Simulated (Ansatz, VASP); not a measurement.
# Two plane-wave programs on ScIn3As2

```
Sc In As
1.0
     6.01862    0.00000    0.00000
    -3.00931    5.21228    0.00000
     0.00000    0.00000    4.22729
Sc In As
1 3 2
Cartesian
  0.0000 0.0000 3.7573
  1.5047 2.6061 1.9425
  3.0093 0.0000 1.9425
  -1.5047 2.6061 1.9425
  3.0093 1.7374 4.0715
  0.0000 3.4749 4.0715
```

Change from the starting cell: species swapped into the ErCo3Ge2 type (P6mm, No. 183).

Alike in both runs: task single point; functional PBE; k mesh 3 × 3 × 4; occupations gaussian, width 0.1 eV; no spin polarisation.

|  | VASP | Ansatz |
| --- | --- | --- |
| version | VASP 6.6.1 | Ansatz 0.2.0 |
| potentials or method | VASP PAW PBE potentials, release 64 (Sc_sv, In_d, As) | scalar-relativistic, plane waves, PAW |
| plane-wave cutoff (eV) | 520 | 420 |
| valence electrons in the cell | 60 | 80 |

```csv
,VASP,Ansatz,Ansatz less VASP
gap on the k mesh at the Fermi level (eV),none,none,-
pressure (GPa),11.8,11.7,-0.10
largest component of the traceless stress (GPa),4.44,4.40,-0.042
rms of the force components (eV/Å),0.038,0.038,0.0000
```

Atom by atom the forces differ by 0.000 eV/Å (rms over components). A gap of «none» marks a metal or a gap that the smearing closes. The two sets of potentials don't hold the same shells in valence.

Caveats: the k mesh is coarse (spacing up to 0.40 Å⁻¹), so the values aren't converged.
